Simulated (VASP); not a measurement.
Here is the system:

```
CELL_PARAMETERS angstrom
      0.00000     2.66561     2.66561
      2.66561     0.00000     2.66561
      2.66561     2.66561     0.00000
ATOMIC_POSITIONS crystal
  Pb 0.00000 0.00000 0.00000
```

Level of theory: vdW-DF2, VASP's PBE PAW potentials (set 64) (plane waves; VASP 6.6.1). Run with 520 eV cut-off, 12×12×12 Γ-centred mesh, first-order Methfessel-Paxton smearing of 0.10 eV, potentials Pb_d.

Unless said otherwise, spin-orbit coupling is left out, though it shifts the bands of the heavy elements here.

Q: Estimate the energy per atom (σ→0), pressure, band gap (on the k-mesh) with the smallest direct gap where there is one.

A: 
```
Item                                                         Value
------------------------  ----------------------------------------
band gap (on the k-mesh)  none (metal, semimetal or under 0.01 eV)
energy per atom (σ→0)                               -0.135 eV/atom
pressure                                                 -1.38 GPa
```

Total energies compare only between runs with the same potentials, cut-off and functional.

The compound is Pb in the fcc structure. This cell is one point of a volume scan, at 1.06 of the reference volume.
